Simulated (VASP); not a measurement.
All values below come from PBE GGA, VASP's PBE PAW potentials (set 64) (plane waves; VASP 6.6.1).

The input files of a VASP run:

**KPOINTS**
```
Automatic mesh
0
Gamma
10 10 10
0 0 0
```

INCAR:
```
GGA = PE   ! PBE
LASPH = .TRUE.   ! aspherical one-centre terms
LMAXMIX = 6   ! l cut-off of mixed one-centre charges
LCHARG = .FALSE.
ISIF = 2   ! forces and stress, cell fixed
NELM = 100   ! most electronic steps
PREC = Accurate
EDIFF = 1E-6   ! SCF stop (eV)
SIGMA = 0.2
ISMEAR = 1   ! Methfessel-Paxton
LWAVE = .FALSE.
SYSTEM = Pt
LREAL = .FALSE.   ! projection in real space or not
ALGO = Normal
ENCUT = 180   ! plane-wave cut-off (eV)
```

**POSCAR**
```
Pt
1
    0.0000000000     1.9297780000     1.9297780000
    1.9297780000     0.0000000000     1.9297780000
    1.9297780000     1.9297780000     0.0000000000
Pt
1
Direct
  0.0000000000   0.0000000000   0.0000000000
```

POTCAR, in this order: Pt (PBE.64 set). Program: vasp_std.

### Question
What will the output report for the number of irreducible k-points (NKPTS), largest plane-wave count, number of space-group operations, FFT grid (NGX, NGY, NGZ)?

### Answer

| Property | Value |
|---|---|
| number of irreducible k-points (NKPTS) | 47 |
| largest plane-wave count | 84 |
| number of space-group operations | 48 |
| FFT grid (NGX, NGY, NGZ) | 12 × 12 × 12 |

The structure comes from a computed database's Pt entry; how it stands against other phases isn't given here. The cell was not relaxed at this level. The run is one of a series of settings (ENCUT = 180 against the base run), some of them coarse on purpose.
